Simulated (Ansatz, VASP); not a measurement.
# Cross-check of HfO2 between VASP and Ansatz, part 2 of 2

One calculation is typed for both programs; each brings its own data sets. How far apart do they land? The cell is taken from a series of runs on this material, whose earlier steps may have relaxed, scaled, displaced or heated it; both programs get it as it stands.

VASP 6.6.1 and Ansatz 0.2.0.

So far: Set-up; VASP: zone-centre phonons, LDA.

**2. VASP: zone-centre phonons, LDA (continued)**

Level of this step: LDA; plane waves and PAW (O, Hf_pv) (VASP).

Numbers of over 12 decimals in the logs are rounded to 6 here.

Parts of OUTCAR (step 2):

```text
ion  position               nearest neighbor table
   1  0.250  0.250  0.250-   3 2.16   3 2.16   3 2.16   3 2.16
   2  0.750  0.750  0.750-   3 2.16   3 2.16   3 2.16   3 2.16
   3  0.000  0.000  0.000-   2 2.16   1 2.16   2 2.16   1 2.16   2 2.16   2 2.16   1 2.16   1 2.16

  LATTYP: Found a body centered tetragonal cell.
 ALAT       =     3.5489692581
 C/A-ratio  =     1.3811609772

 Subroutine GETGRP returns: Found 16 space group operations
 (whereof 16 operations were pure point group operations)

The static configuration has the point symmetry D_4h.

 Found     59 irreducible k-points:

   k-points           NKPTS =     59   k-points in BZ     NKDIM =     59   number of bands    NBANDS=     17

   dimension x,y,z NGX =    28 NGY =   28 NGZ =   28
   dimension x,y,z NGXF=    56 NGYF=   56 NGZF=   56

   ENCUT  =  600.0 eV  44.10 Ry    6.64 a.u.   7.01  7.01  7.09*2*pi/ulx,y,z

   NELECT =      22.0000    total number of electrons

 k-points in reciprocal lattice and weights: Automatic mesh
   0.00000000  0.00000000  0.00000000       0.002
   0.12500000 -0.00000000  0.00000000       0.016
   0.25000000 -0.00000000  0.00000000       0.016
   0.37500000 -0.00000000  0.00000000       0.016
   0.50000000 -0.00000000  0.00000000       0.008
   0.12500000  0.12500000  0.00000000       0.004
   0.25000000  0.12500000  0.00000000       0.016
   0.37500000  0.12500000  0.00000000       0.016
   0.50000000  0.12500000  0.00000000       0.016
[...]
-0.37500000  0.12500000  0.50000000       0.008
  -0.25000000  0.25000000  0.50000000       0.004

 average (electrostatic) potential at core
       1 -70.2186       2 -70.2186       3 -36.9228

  Total       -0.7341147     -0.7341147      1.5618991      0.0000000      0.0000000      0.0000000
  in kB      -38.1025035    -38.1025035     81.0667089      0.0000000      0.0000000      0.0000000
  external PRESSURE =       1.6205673 kB  Pullay stress =       0.0000000 kB

  energy-cutoff  :      600.00
  volume of cell :       30.87
      direct lattice vectors                 reciprocal lattice vectors
     0.000000000  2.509500229  2.450848924    -0.199242859  0.199242859  0.204010943
     2.509500229  0.000000000  2.450848924     0.199242859 -0.199242859  0.204010943
     2.509500229  2.509500229  0.000000000     0.199242859  0.199242859 -0.204010943

 POSITION                                       TOTAL-FORCE (eV/Angst)
 -----------------------------------------------------------------------------------
      1.25475      1.25475      1.22542         0.000000      0.000000     -0.000000
      3.76425      3.76425      3.67627        -0.000000     -0.000000      0.000000
      0.00000      0.00000      0.00000        -0.000000      0.000000      0.000000
 -----------------------------------------------------------------------------------
    total drift:                                0.000000      0.000000      0.000000

 MACROSCOPIC STATIC DIELECTRIC TENSOR (including local field effects in DFT)
 ------------------------------------------------------
           5.393545     0.000000    -0.000000
           0.000000     5.393545    -0.000000
          -0.000000    -0.000000     5.234457
 ------------------------------------------------------

 PIEZOELECTRIC TENSOR (including local field effects)  for field in x, y, z        (C/m^2)
          XX          YY          ZZ          XY          YZ          ZX
  --------------------------------------------------------------------------------
  x     0.00000     0.00000     0.00000     0.00000     0.00000     0.00000
  y     0.00000     0.00000     0.00000     0.00000     0.00000     0.00000
  z     0.00000     0.00000     0.00000     0.00000     0.00000     0.00000

 BORN EFFECTIVE CHARGES (including local field effects) (in |e|, cummulative output)
 ---------------------------------------------------------------------------------
 ion    1
    1    -2.80444     0.00000     0.00000
    2     0.00000    -2.80444     0.00000
    3     0.00000     0.00000    -2.72672
 ion    2
    1    -2.80444     0.00000     0.00000
    2     0.00000    -2.80444     0.00000
    3     0.00000     0.00000    -2.72672
 ion    3
    1     5.60888     0.00000     0.00000
    2     0.00000     5.60888     0.00000
    3     0.00000     0.00000     5.45343

 Eigenvectors and eigenvalues of the dynamical matrix
 ----------------------------------------------------

   1 f  =   19.022647 THz   119.522819 2PiTHz  634.527218 cm-1    78.671313 meV
             X         Y         Z           dx          dy          dz
      1.254750  1.254750  1.225424    -0.000000   -0.000000   -0.707107
      3.764250  3.764250  3.676273     0.000000    0.000000    0.707107
      0.000000  0.000000  0.000000     0.000000   -0.000000    0.000000

   2 f  =   17.755029 THz   111.558140 2PiTHz  592.244035 cm-1    73.428869 meV
             X         Y         Z           dx          dy          dz
      1.254750  1.254750  1.225424     0.017794   -0.706883    0.000000
      3.764250  3.764250  3.676273    -0.017794    0.706883   -0.000000
      0.000000  0.000000  0.000000     0.000000    0.000000    0.000000

   3 f  =   17.755029 THz   111.558140 2PiTHz  592.244035 cm-1    73.428869 meV
             X         Y         Z           dx          dy          dz
      1.254750  1.254750  1.225424     0.706883    0.017794   -0.000000
      3.764250  3.764250  3.676273    -0.706883   -0.017794    0.000000
      0.000000  0.000000  0.000000     0.000000   -0.000000    0.000000

   4 f  =    7.840655 THz    49.264288 2PiTHz  261.536097 cm-1    32.426329 meV
             X         Y         Z           dx          dy          dz
      1.254750  1.254750  1.225424     0.000000   -0.000000   -0.651253
      3.764250  3.764250  3.676273     0.000000   -0.000000   -0.651253
      0.000000  0.000000  0.000000     0.000000    0.000000    0.389537

   5 f  =    7.763602 THz    48.780151 2PiTHz  258.965894 cm-1    32.107664 meV
             X         Y         Z           dx          dy          dz
      1.254750  1.254750  1.225424     0.000000    0.651122   -0.000000
      3.764250  3.764250  3.676273     0.000000    0.651122   -0.000000
      0.000000  0.000000  0.000000    -0.000000   -0.389974    0.000000

   6 f  =    7.763602 THz    48.780151 2PiTHz  258.965894 cm-1    32.107664 meV
             X         Y         Z           dx          dy          dz
      1.254750  1.254750  1.225424    -0.651122    0.000000   -0.000000
      3.764250  3.764250  3.676273    -0.651122   -0.000000    0.000000
      0.000000  0.000000  0.000000     0.389974   -0.000000    0.000000

   7 f/i=    0.000582 THz     0.003658 2PiTHz    0.019421 cm-1     0.002408 meV
             X         Y         Z           dx          dy          dz
      1.254750  1.254750  1.225424     0.000000   -0.275754    0.000000
      3.764250  3.764250  3.676273     0.000000   -0.275754    0.000000
      0.000000  0.000000  0.000000     0.000000   -0.920826    0.000000

   8 f/i=    0.000582 THz     0.003658 2PiTHz    0.019421 cm-1     0.002408 meV
             X         Y         Z           dx          dy          dz
      1.254750  1.254750  1.225424     0.275754   -0.000000    0.000000
      3.764250  3.764250  3.676273     0.275754   -0.000000   -0.000000
      0.000000  0.000000  0.000000     0.920826   -0.000000    0.000000

   9 f/i=    0.003137 THz     0.019709 2PiTHz    0.104631 cm-1     0.012973 meV
             X         Y         Z           dx          dy          dz
      1.254750  1.254750  1.225424     0.000000    0.000000    0.275444
      3.764250  3.764250  3.676273     0.000000    0.000000    0.275444
      0.000000  0.000000  0.000000    -0.000000    0.000000    0.921011

 MACROSCOPIC STATIC DIELECTRIC TENSOR IONIC CONTRIBUTION
 ------------------------------------------------------
          27.551545    -0.000000    -0.000000
          -0.000000    27.551545     0.000000
          -0.000000     0.000000    25.570997
 ------------------------------------------------------

 ELASTIC MODULI CONTR FROM IONIC RELAXATION (kBar)
 Direction    XX          YY          ZZ          XY          YZ          ZX
 --------------------------------------------------------------------------------
 XX          -0.0000     -0.0000      0.0000     -0.0000     -0.0000     -0.0000
 YY          -0.0000     -0.0000      0.0000     -0.0000     -0.0000     -0.0000
 ZZ           0.0000      0.0000     -0.0000      0.0000      0.0000      0.0000
 XY          -0.0000     -0.0000      0.0000   -377.4041     -0.0000     -0.0000
 YZ          -0.0000     -0.0000      0.0000     -0.0000   -390.6048      0.0000
 ZX          -0.0000     -0.0000      0.0000     -0.0000      0.0000   -376.0661
 --------------------------------------------------------------------------------

 PIEZOELECTRIC TENSOR IONIC CONTR  for field in x, y, z        (C/m^2)
          XX          YY          ZZ          XY          YZ          ZX
  --------------------------------------------------------------------------------
  x    -0.00000    -0.00000     0.00000    -0.00000     0.00000    -0.00000
  y     0.00000     0.00000    -0.00000    -0.00000     0.00000     0.00000
  z    -0.00000     0.00000     0.00000    -0.00000    -0.00000    -0.00000
```

**3. Ansatz: zone-centre phonons, LDA**

Ansatz runs on its PAW soft_1 files.

The same cell, functional (in two slightly different forms) and mesh now go to Ansatz, which takes its cutoff from its data sets.

Input file input.yaml:

```yaml
crystal:
  lattice:
    - [0.0, 2.5095002286, 2.4508489242]
    - [2.5095002286, 0.0, 2.4508489242]
    - [2.5095002286, 2.5095002286, 0.0]
  atoms:
    - { symbol: O, position: [0.25, 0.25, 0.25] }
    - { symbol: O, position: [0.75, 0.75, 0.75] }
    - { symbol: Hf, position: [0.0, 0.0, 0.0] }
kpoints:
  mp_grid: { grid: [8, 8, 8] }
hamiltonian:
  xc: lda
  pseudopotentials: { kind: paw, azcp: { folder: soft_1 }, xc_functional: pbe }
scf:
  occupations: { method: fixed }
output:
  eigenvalues: true
phonons:
  method: dfpt
  dielectric: true
  rigid_motions: translations
```

Launch:

```
> ansatz run input.yaml --threads 8 --pin off --max-ram 20480MiB --backend cpu --events-out ev --progress --plain --runs-dir out
```

The log of the run:

```text
Engine: ansatz 0.2.0, aarch64-unknown-linux-gnu
Pseudopotentials: kind: paw
Pseudopotential: O, paw, valence charge 6, recommended cutoff 420 eV (normal), soft_1/O.paw.azcp
Pseudopotential: Hf, paw, valence charge 26, recommended cutoff 420 eV (normal), soft_1/Hf.paw.azcp
Functional definition: SPW92
  exchange = slater_x
  correlation = pw_c
Crystal: 3 atoms, lattice volume = 30.869 Å³
Basis set: ecut = 420 eV, 601 PW (Γ), exchange–correlation on 48×48×48 points (8 copies of the dense FFT grid, shifted against one another)
Bands: 23, of which v1, the nominal top of the filled ones, is band 19 counted from 1 (18 counted from 0)
Symmetry: 16 space group operations
k-points: 260 of 512 (irreducible under 1 space group operation, time reversal used)
Non-local potential: O, projectors of the file, l = 0: 2, l = 1: 2, l = 2: 1
Non-local potential: Hf, projectors of the file, l = 0: 3, l = 1: 2, l = 2: 2, l = 3: 3
PAW form: soft (Blöchl's): semilocal exchange-correlation on the pseudo side does not see the compensation charge
PAW frozen core: O, regenerated for the run's functional, and the local potential with it (the file was generated under x = pbe(κ = 0.804, μ = 0.219515), c = pbe(β = 0.066725))
PAW frozen core: Hf, regenerated for the run's functional, and the local potential with it (the file was generated under x = pbe(κ = 0.804, μ = 0.219515), c = pbe(β = 0.066725))
PAW one-centre angular grid: O, 110 points (default); XC on 64 Gauss nodes
PAW one-centre angular grid: Hf, 590 points (default); XC on 64 Gauss nodes
Initial density: superposition of atomic densities (chi_scale 0.1, normalization cell, long waves kept (reshape's long-wave potential 0.00 eV rms))
Initial wavefunctions: pseudopotential atomic-orbital guess
Functional: x = slater, c = lda
SCF iter   1: F=—  HF=-16594.294799 eV  |F-HF|=—  |Δ(HF+E_count)|=         —  Δρ=9.08e-2  dr2=1.95e0  ethr=3.10e-3  ⟨swp⟩=4.0  Hψ=19809  notcnv=0  defer=504
preconditioner: auto → none  [insulator: Δε(μ)=2.835 eV  Ē_g=19.489 eV  n_scr=14 (ndim 8)  ℏωp=40.1 eV  f_vac=0.000  ε∞_Penn≈5.2]
SCF iter   2: F=—  HF=-16593.694513 eV  |F-HF|=—  |Δ(HF+E_count)|=   6.00e-1  Δρ=3.56e-2  dr2=3.25e-1  ethr=3.10e-3  ⟨swp⟩=2.3  Hψ=14028  notcnv=0  defer=485
SCF iter   3: F=—  HF=-16593.618804 eV  |F-HF|=—  |Δ(HF+E_count)|=   7.57e-2  Δρ=2.57e-2  dr2=1.13e-1  ethr=8.55e-4  ⟨swp⟩=2.0  Hψ=10399  notcnv=0  defer=520
SCF iter   4: F=—  HF=-16593.595066 eV  |F-HF|=—  |Δ(HF+E_count)|=   2.37e-2  Δρ=5.52e-3  dr2=4.60e-3  ethr=2.98e-4  ⟨swp⟩=2.7  Hψ=11918  notcnv=0  defer=520
SCF iter   5: F=—  HF=-16593.597226 eV  |F-HF|=—  |Δ(HF+E_count)|=   2.16e-3  Δρ=2.63e-3  dr2=7.04e-4  ethr=1.21e-5  ⟨swp⟩=2.0  Hψ=12172  notcnv=0  defer=520
SCF iter   6: F=—  HF=-16593.597549 eV  |F-HF|=—  |Δ(HF+E_count)|=   3.23e-4  Δρ=2.33e-4  dr2=5.25e-6  ethr=1.85e-6  ⟨swp⟩=2.0  Hψ=9853  notcnv=0  defer=519
SCF iter   7: F=—  HF=-16593.597548 eV  |F-HF|=—  |Δ(HF+E_count)|=   1.04e-6  Δρ=1.30e-5  dr2=3.44e-8  ethr=1.38e-8  ⟨swp⟩=2.2  Hψ=10352  notcnv=0  defer=1
SCF iter   8: F=—  HF=-16593.597549 eV  |F-HF|=—  |Δ(HF+E_count)|=   5.63e-7  Δρ=2.10e-6  dr2=6.16e-10  ethr=9.04e-11  ⟨swp⟩=2.4  Hψ=11150  notcnv=0
SCF iter   9: F=-16593.597549 eV  HF=-16593.597549 eV  |F-HF|=4.00e-11  |Δ(HF+E_count)|=  1.46e-11  Δρ=2.78e-7  dr2=2.35e-11  ethr=1.00e-12  ⟨swp⟩=8.7  Hψ=41530  notcnv=0
SCF 1 converged in 9 iterations: F = -16593.597549 eV  dr2 = 2.35e-11
  greatest PAW one-centre occupation: 0.999 electrons in one spin orbital (limit 2), on the Hf atom at site 2 (counted from 0), in its partial waves of l = 3
NSCF: frozen V_eff on 3 k-points
DFPT response loops at Γ: preconditioner auto → none (the input reference at scf.mixing.eps_inf says where Resta's filter doesn't serve); β = 0.50; Broyden in place of MSR1
SCF converged after 9 iterations
Free energy (F): -16593.597549 eV
Harris-Foulkes:  -16593.597549 eV  (|F-HF|=4.00e-11)
Internal energy: -16593.597549 eV  (E = F + TS)
E sigma→0 (E₀):  -16593.597549 eV
Fermi energy:    15.674513 eV
--- Per-component energies (eV) ---
  E_band       = 35.610987
  E_kinetic    = 745.219668
  E_local      = -6832.249469  (includes V_loc(G=0)·N_el)
  E_nonlocal   = 187.681615
  E_hartree    = 3266.843130
  E_xc         = -406.247622
  E_vxc        = -437.485219  (∫ρ·V_xc dr)
  E_paw        = -7761.664336  (= ΣΔE_a)
  E_vpaw       = -161.244013  (= ΣTr[D̂ρ^β])
  E_aug_tail   = 0.001643  (compensation charges beyond the density's cutoff)
  E_ewald      = -5795.833107
  E_core_change = 2.650931  (= ΣΔE_core)
  E_smearing   = -0.000000  (= −TS)
  E_closure    = 0.000000  (closes the sum)
  Σ components = -16593.597549   (vs F -16593.597549, Δ=0.00e0)
--- Band table (eV; the first three rows and the last of 260) ---
  k-point 0: bands = [... 15 lower, 9.6953, 14.7321, 14.7321, 15.0617, 19.1416, 19.3850, 21.5556, 26.5042]
  k-point 1: bands = [... 15 lower, 10.1809, 14.3068, 14.4179, 14.6889, 19.4979, 19.7046, 22.1463, 25.7134]
  k-point 2: bands = [... 15 lower, 11.2899, 13.4099, 13.8836, 14.0555, 20.0499, 20.1407, 22.6966, 25.1378]
  k-point 259: bands = [... 15 lower, 12.2626, 12.6216, 13.5662, 13.5939, 20.0375, 20.1447, 22.9108, 24.4027]
--- Phonons (Γ-DFPT): 4 representative perturbations + reference, on 260 of 512 k-points (Σ response iterations 17) ---
  k mesh reduced under 1 symmetry operation, with k and −k counted as one. Each operation leaves every solved perturbation unchanged. A smaller set is not considered because the run solves the response to a homogeneous field
  ASR residual: 1.477e-4 → 0.000e0 eV/Å²; symmetrization residual: 1.525e-5 eV/Å²
  ASR residual per site (eV/Å²): 2.50e-6 2.50e-6 1.48e-4
  Γ frequencies (cm⁻¹): 0.00 0.00 0.00 260.22 260.22 262.51 594.07 594.07 635.69
  ε∞ (high-frequency dielectric tensor):
        5.452528    -0.000000     0.000000
        0.000000     5.452528    -0.000000
        0.000000     0.000000     5.290209
  ε⁰ (static dielectric tensor: ions relaxed, cell fixed):
       33.171557     0.000000    -0.000000
        0.000000    33.171557    -0.000000
       -0.000000    -0.000000    30.996139
  ε⁰ − ε∞ (ionic part):
       27.719029     0.000000    -0.000000
        0.000000    27.719029    -0.000000
       -0.000000    -0.000000    25.705930
  softest optical mode at Γ: 260.22 cm⁻¹; the repairs (sum rule, projections) moved no ω² at Γ by more than (1.60 cm⁻¹)²
  Born effective charges Z* (e; rows j = field, columns β = displacement):
    site 0:
        -2.82618   -0.00000    0.00000
         0.00000   -2.82618    0.00000
         0.00000    0.00000   -2.74561
    site 1:
        -2.82618   -0.00000    0.00000
         0.00000   -2.82618    0.00000
         0.00000    0.00000   -2.74561
    site 2:
         5.65237    0.00000   -0.00000
        -0.00000    5.65237   -0.00000
        -0.00000   -0.00000    5.49123
  Z* charge neutrality: 2.349e-5 e pre-enforcement
  k-mesh period / interband length: 28.1 Å / 1.36 Å = 20.67 at k = (0.0000, 0.0000, 0.0000), direct gap 4.080 eV — 14 or more, which is no proof of convergence
  optical modes at Γ without the LO–TO term, one row a degenerate level:
      ω (cm⁻¹)  modes    IR ((D/Å)²/amu)
        260.22      2            54.3307
        262.51      1            25.6385
        594.07      2             0.0000
        635.69      1             0.0000
  optical modes at Γ + LO–TO along q̂ = [1.0000, 0.0000, 0.0000]:
      ω (cm⁻¹)  modes    IR ((D/Å)²/amu)
        260.22      1            27.1653
        262.51      1            25.6385
[...]
optical modes at Γ + LO–TO along q̂ = [0.0000, 1.0000, 0.0000]:
      ω (cm⁻¹)  modes    IR ((D/Å)²/amu)
[...]
262.51      1            25.6385
        594.07      2             0.0000
        635.69      1             0.0000
        641.83      1            27.1653
  optical modes at Γ + LO–TO along q̂ = [0.0000, 0.0000, 1.0000]:
      ω (cm⁻¹)  modes    IR ((D/Å)²/amu)
        260.22      2            54.3307
        594.07      2             0.0000
        635.43      1            25.6385
        635.69      1             0.0000
```

The column dr2 measures how far the density is from self-consistency, as an energy; F and HF (Harris–Foulkes) agree once it is small.

**4. Differences**

Known differences besides the potentials themselves: the two LDA forms differ slightly; fixed occupations in Ansatz, narrow Gaussian smearing in VASP; the data sets hold 38 valence electrons in Ansatz (on its PAW soft_1 files) and 22 in VASP; the cutoff is 420 eV in Ansatz and 600 eV in VASP; VASP's log shows a relativistic correction to its local exchange, Ansatz's none. Total energies have different zeros and are not compared.

Both answers:

```
                                     quantity  Ansatz   VASP  difference
                                        ε∞ xx    5.45   5.39     +1.09 %
                                        ε∞ yy    5.45   5.39     +1.09 %
                                        ε∞ zz    5.29   5.23     +1.06 %
 Born charge of O1 (mean of the diagonal) (e)   -2.80  -2.78       -0.02
Born charge of Hf3 (mean of the diagonal) (e)    5.60   5.56       +0.04
                   optical mode 1 to 2 (cm⁻¹)   260.2  259.0     +0.48 %
                        optical mode 3 (cm⁻¹)   262.5  261.5     +0.37 %
                   optical mode 4 to 5 (cm⁻¹)   594.1  592.2     +0.31 %
                        optical mode 6 (cm⁻¹)   635.7  634.5     +0.18 %
```

Modes are paired by rising frequency, not by their patterns, so a pair may set unlike modes beside each other; they are those without the splitting of longitudinal modes.

**5. Outcome**

| Property | Result |
| --- | --- |
| r.m.s. difference of the optical zone-centre modes, each program's sorted by frequency (zone-centre phonons, LDA) | 1.4 cm⁻¹ |
| difference in ε∞ xx (zone-centre phonons, LDA) | +1.1 % |

In words: The r.m.s. difference of the optical zone-centre modes, each program's sorted by frequency is 1.4 cm⁻¹ (zone-centre phonons, LDA). The data sets hold unlike numbers of valence electrons (38 in Ansatz and 22 in VASP), so part of the differences comes from the potentials. Among the rows given in per cent, the largest difference of the zone-centre phonons, LDA pair is in ε∞ xx, +1.1 %. How closely two codes agree says nothing of how well the functional describes the real material.

[Lines on the potential files, build, host, timing and source positions are cut from VASP's logs without a mark.]

[Logs are printed without paths, hosts, clocks, repeated set-up lines and the standing remarks that a program may print on its own settings, such as how far it seeks lower states.]

[Hosts, paths, dates, database ids (printed as entryN), source tags and the programs' standing remarks are cut or masked in the printed files.]
